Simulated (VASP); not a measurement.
Computed with r2SCAN meta-GGA, VASP's PBE PAW potentials (set 64) (plane waves; VASP).

A VASP calculation is set up with these files.

KPOINTS:
```
Automatic mesh
0
Gamma
14 14 14
0 0 0
```

POSCAR:
```
NiAl
1
    2.8633882357     0.0000000000     0.0000000000
    0.0000000000     2.8633882357     0.0000000000
    0.0000000000     0.0000000000     2.8633882357
Al Ni
1 1
Direct
  0.5000000000   0.5000000000   0.5000000000
  0.0000000000   0.0000000000   0.0000000000
```

**INCAR**
```
ISIF=2
ISMEAR=1
ENCUT=400   ! plane-wave cut-off (eV)
NELMIN=4
EDIFF=1E-5   ! SCF stop (eV)
LWAVE=.False.
LREAL=.False.
LMIXTAU=.True.
LASPH=.True.   ! aspherical one-centre terms
SYSTEM=NiAl
NELM=100   ! most electronic steps
METAGGA=R2SCAN
PREC=Normal
IBRION=2
LMAXMIX=4   ! l cut-off of mixed one-centre charges
ALGO=Normal   ! blocked Davidson
EDIFFG=-0.03
LCHARG=.False.
SIGMA=0.1
NSW=20   ! most ionic steps
```

POTCAR, in this order: Al Ni (PBE.64 set). Program: vasp_std.

The resulting files:

**OUTCAR**
```
 ion  position               nearest neighbor table
   1  0.500  0.500  0.500-   2 2.48   2 2.48   2 2.48   2 2.48   2 2.48   2 2.48   2 2.48   2 2.48
  LATTYP: Found a simple cubic cell.
 ALAT       =     2.8633882357
 Subroutine PRICEL returns:
 Original cell was already a primitive cell.
 Subroutine GETGRP returns: Found 48 space group operations
The static configuration has the point symmetry O_h .
The dynamic configuration has the point symmetry O_h .
 Subroutine INISYM returns: Found 48 space group operations
 Subroutine IBZKPT returns following result:
 Found    120 irreducible k-points:

 Following reciprocal coordinates:
            Coordinates               Weight
  0.000000  0.000000  0.000000      1.000000
  0.071429  0.000000  0.000000      6.000000
  0.142857  0.000000  0.000000      6.000000
  0.214286  0.000000  0.000000      6.000000
  0.285714  0.000000  0.000000      6.000000
  0.357143  0.000000  0.000000      6.000000
  0.428571  0.000000  0.000000      6.000000
  0.500000  0.000000  0.000000      3.000000
  0.071429  0.071429  0.000000     12.000000
  0.142857  0.071429  0.000000     24.000000
  0.214286  0.071429  0.000000     24.000000
  0.285714  0.071429  0.000000     24.000000
  0.357143  0.071429  0.000000     24.000000
  0.428571  0.071429  0.000000     24.000000
  0.500000  0.071429  0.000000     12.000000
  0.142857  0.142857  0.000000     12.000000
  0.214286  0.142857  0.000000     24.000000
  0.285714  0.142857  0.000000     24.000000
  0.357143  0.142857  0.000000     24.000000
  0.428571  0.142857  0.000000     24.000000
  0.500000  0.142857  0.000000     12.000000
  0.214286  0.214286  0.000000     12.000000
  0.285714  0.214286  0.000000     24.000000
  0.357143  0.214286  0.000000     24.000000
  0.428571  0.214286  0.000000     24.000000
...
```

File OSZICAR:
```
       N       E                     dE             d eps       ncg     rms          rms(c)
DAV:   1     0.247837858481E+02    0.24784E+02   -0.49732E+03  2480   0.115E+03
DAV:   2    -0.217146201018E+02   -0.46498E+02   -0.44098E+02  2420   0.196E+02
DAV:   3    -0.227987090529E+02   -0.10841E+01   -0.10752E+01  2840   0.392E+01
DAV:   4    -0.228156224751E+02   -0.16913E-01   -0.16909E-01  2918   0.440E+00
DAV:   5    -0.228160966139E+02   -0.47414E-03   -0.47413E-03  2742   0.727E-01    0.120E+01
DAV:   6    -0.229988648507E+02   -0.18277E+00   -0.54991E+01  2628   0.136E+02    0.154E+01
DAV:   7    -0.200808348745E+02    0.29180E+01   -0.15276E+01  2636   0.769E+01    0.171E+00
DAV:   8    -0.200838502785E+02   -0.30154E-02   -0.61676E-01  2978   0.120E+01    0.166E+00
DAV:   9    -0.200598343512E+02    0.24016E-01   -0.13505E-01  2652   0.666E+00    0.317E-01
DAV:  10    -0.200630909102E+02   -0.32566E-02   -0.10096E-02  2510   0.102E+00    0.280E-01
DAV:  11    -0.200643304605E+02   -0.12396E-02   -0.69992E-03  2850   0.136E+00    0.621E-02
DAV:  12    -0.200643343477E+02   -0.38872E-05   -0.12003E-04  2596   0.141E-01    0.338E-02
DAV:  13    -0.200642925517E+02    0.41796E-04   -0.36391E-05  2560   0.713E-02    0.352E-02
DAV:  14    -0.200643238885E+02   -0.31337E-04   -0.45312E-05  2282   0.112E-01    0.107E-02
DAV:  15    -0.200643241196E+02   -0.23105E-06   -0.35842E-06  1236   0.238E-02
   1 F= -.20064324E+02 E0= -.20064143E+02  d E =-.200643E+02
```

### OUTCAR
```
------------------------ aborting loop because EDIFF is reached ----------------------------------------
  FORCE on cell =-STRESS in cart. coord.  units (eV):
  Direction    XX          YY          ZZ          XY          YZ          ZX
  --------------------------------------------------------------------------------------
  Total       -0.1279172     -0.1279172     -0.1279172     -0.0000000     -0.0000000      0.0000000
  in kB       -8.7296926     -8.7296926     -8.7296926     -0.0000000     -0.0000000      0.0000000
  external PRESSURE =      -8.7296926 kB  Pullay stress =       0.0000000 kB
  volume of cell :       23.48
      direct lattice vectors                 reciprocal lattice vectors
     2.863388236  0.000000000  0.000000000     0.349236610  0.000000000  0.000000000
     0.000000000  2.863388236  0.000000000     0.000000000  0.349236610  0.000000000
     0.000000000  0.000000000  2.863388236     0.000000000  0.000000000  0.349236610
 POSITION                                       TOTAL-FORCE (eV/Angst)
 -----------------------------------------------------------------------------------
      1.43169      1.43169      1.43169         0.000000      0.000000      0.000000
      0.00000      0.00000      0.00000         0.000000      0.000000      0.000000
 -----------------------------------------------------------------------------------
    total drift:                                0.000000     -0.000000     -0.000000
  FREE ENERGIE OF THE ION-ELECTRON SYSTEM (eV)
  ---------------------------------------------------
  free  energy   TOTEN  =       -20.0643241196 eV

  energy  without entropy=      -20.0637821806  energy(sigma->0) =      -20.06414347

 reached required accuracy - stopping structural energy minimisation
```
(Selected blocks of OUTCAR.)

The compound is NiAl in the CsCl type structure. It was relaxed first. The run is not spin-polarised, so no magnetic state was tried. The electron count is odd and the run is not spin-polarised, which forces a metal.
